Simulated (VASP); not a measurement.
```yaml
crystal:
  lattice:
    - [0.00000, 1.94135, 1.94135]
    - [1.94135, 0.00000, 1.94135]
    - [1.94135, 1.94135, 0.00000]
  atoms:
    - { symbol: Ir, position: [0.00000, 0.00000, 0.00000] }
```

All values below come from revPBE GGA, VASP's PBE PAW potentials (set 64) (plane waves; VASP). Numerical set-up: 520 eV cut-off, 15×15×15 Γ-centred mesh, first-order Methfessel-Paxton smearing of 0.10 eV, potentials Ir.

Unless said otherwise, spin-orbit coupling is left out, though it shifts the bands of the heavy elements here.

### Question
Predict the energy per atom (σ→0), band gap (on the k-mesh) with the smallest direct gap where there is one.

### Answer

| Property | Value |
|---|---|
| band gap (on the k-mesh) | none (metal, semimetal or under 0.01 eV) |
| energy per atom (σ→0) | -8.324 eV/atom |

The absolute energy has meaning only against runs of the same code, potentials and settings.

The compound is Ir in the fcc structure. It was relaxed first. The start is the result of an earlier pass.
